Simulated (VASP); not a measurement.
Consider the following.

```
CELL_PARAMETERS angstrom
      0.00000     2.33469     2.33469
      2.33469     0.00000     2.33469
      2.33469     2.33469     0.00000
ATOMIC_POSITIONS crystal
  Li 0.00000 0.00000 0.00000
  Br 0.50000 0.50000 0.50000
```

Level of theory: LDA (Ceperley-Alder, Perdew-Zunger), VASP's LDA PAW potentials (set 64) (plane waves; VASP). Run with 620 eV cut-off, 10×10×10 Γ-centred mesh, Gaussian smearing of 0.050 eV, potentials Li_sv Br.

### Question
What does the run give for the energy per atom (σ→0), pressure?

### Answer

```json
{
  "energy per atom (σ→0)": "-3.287 eV/atom",
  "pressure": "30.02 GPa"
}
```

The absolute energy has meaning only against runs of the same code, potentials and settings.

The compound is LiBr in the rock salt structure. It was relaxed first under an external pressure of 30 GPa.
